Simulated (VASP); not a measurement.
Level of theory: r2SCAN meta-GGA, VASP's PBE PAW potentials (set 64) (plane waves; VASP).

The input files of a VASP run:

**INCAR**
```
SYSTEM = Ge
PREC = Accurate
ENCUT = 400
EDIFF = 1E-6
NELM = 100
ALGO = Normal
LREAL = .FALSE.
LASPH = .TRUE.
ISMEAR = 1
SIGMA = 0.1
METAGGA = R2SCAN
LMIXTAU = .TRUE.
LMAXMIX = 4
LWAVE = .FALSE.
LCHARG = .FALSE.
IBRION = 2
ISIF = 3
NSW = 60
EDIFFG = -0.01
```

**KPOINTS**
```
Automatic mesh
0
Gamma
12 12 7
0 0 0
```

### POSCAR
```
Ge
1.0
  3.0375058224   0.0000000000   0.0000000000
 -1.5187529112   2.6305573172   0.0000000000
  0.0000000000   0.0000000000   4.6529969802
Ge
2
direct
  0.3333330000   0.6666670000   0.2500000000
  0.6666670000   0.3333330000   0.7500000000
```

POTCAR, in this order: Ge_d (PBE.64 set). Program: vasp_std.

**Question.** What will the output report for the number of irreducible k-points (NKPTS), number of bands (NBANDS), largest plane-wave count, number of space-group operations, FFT grid (NGX, NGY, NGZ)?

**Answer.** 
```yaml
number of irreducible k-points (NKPTS): 76
number of bands (NBANDS): 18
largest_plane_wave_count: 699
number_of_space_group_operations: 24
FFT grid (NGX, NGY, NGZ): 20 × 20 × 30
```

The structure was generated: Ge was put into the hcp type (P6_3/mmc), which need not be its known phase. This run relaxes it. Symmetry was kept, so distortions that lower it aren't found. The start is the result of an earlier pass.
